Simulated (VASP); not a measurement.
Input of a VASP 6.6.1 run:

Contents of POSCAR:

```
NiO                                     
1.0
    0.0000000000      2.0957847431      2.0957847431
    2.0957847431      0.0000000000      2.0957847431
    4.1864858862      2.0907011432     -2.0907011432
  Ni              O             
     2     2
Direct
     0.0000000000000000    0.0000000000000000    0.0000000000000000
     0.5000000000000000    0.0000000000000000    0.5000000000000000
     0.7500000000000000    0.5000000000000000    0.2500000000000000
     0.2500000000000000    0.5000000000000000    0.7500000000000000
```

INCAR.step1

```
SYSTEM = NiO
ALGO = Fast ; EDIFF = 1E-7
ENCUT = 520 ; GGA = PE
ISIF = 2 ; ISMEAR = 0
ISPIN = 2 ; LASPH = .TRUE.
LCHARG = .TRUE. ; LMAXMIX = 4
LORBIT = 11 ; LREAL = .FALSE.
LWAVE = .FALSE. ; MAGMOM = 2 -2 0 0
NELM = 150 ; PREC = Accurate
SIGMA = 0.02
```

The input KPOINTS.step1:

```
k-points
0
G
  3 3 2
  0 0 0
```

The input INCAR.step2:

```
SYSTEM = NiO
ALGO = Fast ; EDIFF = 1E-7
ENCUT = 520 ; GGA = PE
ICHARG = 11 ; ISIF = 2
ISMEAR = 0 ; ISPIN = 2
LASPH = .TRUE. ; LCHARG = .FALSE.
LMAXMIX = 4 ; LORBIT = 11
LREAL = .FALSE. ; LWAVE = .FALSE.
MAGMOM = 2 -2 0 0 ; NELM = 150
PREC = Accurate ; SIGMA = 0.05
```

Contents of KPOINTS.step2:

```
path GLB1,BZGX,QFP1Z,LP
15
line-mode
reciprocal
 0.0000000000  0.0000000000  0.0000000000  G
-0.5000000000  0.0000000000  0.0000000000  L

-0.5000000000  0.0000000000  0.0000000000  L
-0.3125000000  0.3750000000  0.1875000000  B1

-0.3125000000  0.3125000000 -0.1875000000  B
 0.0000000000  0.0000000000 -0.5000000000  Z

 0.0000000000  0.0000000000 -0.5000000000  Z
 0.0000000000  0.0000000000  0.0000000000  G

 0.0000000000  0.0000000000  0.0000000000  G
-0.3437500000  0.3437500000  0.3437500000  X

-0.3125000000  0.3437500000  0.0000000000  Q
 0.0000000000  0.5000000000  0.0000000000  F

 0.0000000000  0.5000000000  0.0000000000  F
 0.0000000000  0.4687500000 -0.1875000000  P1

 0.0000000000  0.4687500000 -0.1875000000  P1
 0.0000000000  0.0000000000 -0.5000000000  Z

-0.5000000000  0.0000000000  0.0000000000  L
-0.4687500000  0.0000000000 -0.3437500000  P
```

Potentials or basis: VASP PAW PBE potentials, release 64 (Ni, O).

Command:

```sh
$ cat potpaw_PBE.64/Ni/POTCAR potpaw_PBE.64/O/POTCAR > POTCAR
$ cp INCAR.step1 INCAR
$ cp KPOINTS.step1 KPOINTS
$ mpirun -np 1 vasp_std > vasp.out
$ cp INCAR.step2 INCAR
$ cp KPOINTS.step2 KPOINTS
$ mpirun -np 1 vasp_std > vasp.out
```

Task: What does it give for the band gap along the path?

Result: 1.14 eV.

Task: Estimate the band gap on the k mesh.

Result: 1.24 eV.

Task: What does it give for the net moment?

Result: 0.00 μB per cell.

Levels at the corners of the path, in eV from the valence-band top:
Spin up:
```tsv
point	band 13	band 14	band 15	band 16	band 17	band 18	band 19	band 20
Γ	-1.42	-0.49	-0.49	-0.21	2.13	2.13	2.25	6.26
L	-0.41	-0.21	-0.18	-0.02	1.59	1.61	8.13	8.28
L	-0.41	-0.21	-0.18	-0.02	1.59	1.61	8.13	8.28
B1	-0.45	-0.31	-0.16	-0.07	1.63	1.72	9.10	9.25
B	-0.45	-0.31	-0.16	-0.07	1.63	1.72	9.10	9.26
Z	-0.69	-0.54	0.00	0.00	1.61	1.61	4.90	5.04
Z	-0.69	-0.54	0.00	0.00	1.61	1.61	4.90	5.04
Γ	-1.42	-0.49	-0.49	-0.21	2.13	2.13	2.25	6.26
Γ	-1.42	-0.49	-0.49	-0.21	2.13	2.13	2.25	6.26
X	-0.47	-0.34	-0.16	-0.08	1.65	1.71	9.23	9.52
Q	-0.47	-0.34	-0.16	-0.08	1.65	1.71	9.25	9.45
F	-0.70	-0.32	-0.16	-0.04	2.19	2.25	6.27	6.92
F	-0.70	-0.32	-0.16	-0.04	2.19	2.25	6.27	6.92
P1	-0.69	-0.34	-0.17	-0.03	1.99	2.10	6.82	7.13
P1	-0.69	-0.34	-0.17	-0.03	1.99	2.10	6.82	7.13
Z	-0.69	-0.54	0.00	0.00	1.61	1.61	4.90	5.04
L	-0.41	-0.21	-0.18	-0.02	1.59	1.61	8.13	8.28
P	-0.69	-0.34	-0.17	-0.03	1.99	2.10	6.82	7.13
```
Spin down:
| point | band 13 | band 14 | band 15 | band 16 | band 17 | band 18 | band 19 | band 20 |
| --- | --- | --- | --- | --- | --- | --- | --- | --- |
| Γ | -1.42 | -0.49 | -0.49 | -0.21 | 2.13 | 2.13 | 2.25 | 6.26 |
| L | -0.41 | -0.21 | -0.18 | -0.02 | 1.59 | 1.61 | 8.13 | 8.28 |
| L | -0.41 | -0.21 | -0.18 | -0.02 | 1.59 | 1.61 | 8.13 | 8.28 |
| B1 | -0.45 | -0.31 | -0.16 | -0.07 | 1.63 | 1.72 | 9.10 | 9.26 |
| B | -0.45 | -0.31 | -0.16 | -0.07 | 1.63 | 1.72 | 9.10 | 9.25 |
| Z | -0.69 | -0.54 | 0.00 | 0.00 | 1.61 | 1.61 | 4.90 | 5.04 |
| Z | -0.69 | -0.54 | 0.00 | 0.00 | 1.61 | 1.61 | 4.90 | 5.04 |
| Γ | -1.42 | -0.49 | -0.49 | -0.21 | 2.13 | 2.13 | 2.25 | 6.26 |
| Γ | -1.42 | -0.49 | -0.49 | -0.21 | 2.13 | 2.13 | 2.25 | 6.26 |
| X | -0.47 | -0.34 | -0.16 | -0.08 | 1.65 | 1.71 | 9.24 | 9.48 |
| Q | -0.47 | -0.34 | -0.16 | -0.08 | 1.65 | 1.71 | 9.23 | 9.58 |
| F | -0.70 | -0.32 | -0.16 | -0.04 | 2.19 | 2.25 | 6.27 | 6.92 |
| F | -0.70 | -0.32 | -0.16 | -0.04 | 2.19 | 2.25 | 6.27 | 6.92 |
| P1 | -0.69 | -0.34 | -0.17 | -0.03 | 1.99 | 2.10 | 6.82 | 7.13 |
| P1 | -0.69 | -0.34 | -0.17 | -0.03 | 1.99 | 2.10 | 6.82 | 7.13 |
| Z | -0.69 | -0.54 | 0.00 | 0.00 | 1.61 | 1.61 | 4.90 | 5.04 |
| L | -0.41 | -0.21 | -0.18 | -0.02 | 1.59 | 1.61 | 8.13 | 8.28 |
| P | -0.69 | -0.34 | -0.17 | -0.03 | 1.99 | 2.10 | 6.82 | 7.13 |

Caveat: the k mesh is coarse (spacing up to 0.87 Å⁻¹), so the values aren't converged; the log is that of the step along the path at fixed density, whose energy, stress, charges and moments have no meaning; the mesh misses the band edges, which the band path finds closer together. PBE gaps usually lie below the measured ones, often by a third to a half.
